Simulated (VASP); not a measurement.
An input for Quantum ESPRESSO's pw.x (written as the equivalent of a VASP run, and not itself run):

```
&CONTROL
  calculation = 'vc-relax'
  pseudo_dir = './pseudo'
  outdir = './out'
  tprnfor = .true.
  tstress = .true.
  nstep = 30
  forc_conv_thr = 0.00039
/
&SYSTEM
  ibrav = 0
  nat = 4
  ntyp = 2
  ecutwfc = 82
  occupations = 'smearing'
  smearing = 'gaussian'
  degauss = 0.003675
  input_dft = 'vdw-df2'
/
&ELECTRONS
  conv_thr = 7.3e-09
  electron_maxstep = 100
/
&IONS
/
&CELL
  cell_dofree = 'shape'
/
ATOMIC_SPECIES
  Ag 107.868 Ag.upf
  I 126.904 I.upf
CELL_PARAMETERS angstrom
     2.3686119   -4.1025565    0.0000000
     2.3686119    4.1025565    0.0000000
     0.0000000    0.0000000    7.7543446
ATOMIC_POSITIONS crystal
  Ag   0.6666670  0.3333330  0.5001730
  Ag   0.3333330  0.6666670  0.0001730
  I    0.6666670  0.3333330  0.8748270
  I    0.3333330  0.6666670  0.3748270
K_POINTS automatic
  5 5 3 0 0 0
```

**Question.** Translate this input to VASP (INCAR, KPOINTS, POSCAR, choice of POTCAR).

**Answer.** Several could match; the one computed here: 
File POSCAR:
```
AgI
1.0
  2.3686118558  -4.1025565277   0.0000000000
  2.3686118558   4.1025565277   0.0000000000
  0.0000000000   0.0000000000   7.7543446241
Ag I
2 2
Cartesian
  2.3686118558  -1.3675215776   3.8785141665
  2.3686118558   1.3675215776   0.0013418544
  2.3686118558  -1.3675215776   6.7837096916
  2.3686118558   1.3675215776   2.9065373796
```

KPOINTS:
```
kpoints
0
G
5 5 3
0 0 0
```

**INCAR**
```
! general
SYSTEM   = AgI
PREC     = Accurate
ENCUT    = 520   ! plane-wave cut-off (eV)
LREAL    = F   ! projection in real space or not
LASPH    = T   ! aspherical one-centre terms

! electronic loop
EDIFF    = 1E-7   ! SCF stop (eV)
NELM     = 100   ! most electronic steps
ALGO     = Normal   ! blocked Davidson
LMAXMIX  = 4

! smearing
ISMEAR   = 0
SIGMA    = 0.05   ! width (eV)

! functional
GGA      = ML
LUSE_VDW = T
AGGAC    = 0.0
ZAB_VDW  = -1.8867

! ions
IBRION   = 2
NSW      = 30
ISIF     = 4   ! ions and shape, fixed volume
EDIFFG   = -0.01   ! ionic stop

! output
LWAVE    = F
LCHARG   = F
```

POTCAR, in this order: Ag I (PBE.64 set). Program: vasp_std.

The two are equivalent in intent, not identical: the potentials are each code's own (VASP's PAW set, PseudoDojo norm-conserving files in pw.x), so ENCUT and ecutwfc are chosen apart and not converted; conv_thr bounds pw.x's estimated SCF error, while EDIFF bounds the energy change between steps; forc_conv_thr acts on force components and is met together with etot_conv_thr.

The compound is AgI in the wurtzite structure. This cell is one point of a volume scan, at 0.94 of the reference volume. Symmetry was kept, so distortions that lower it aren't found.
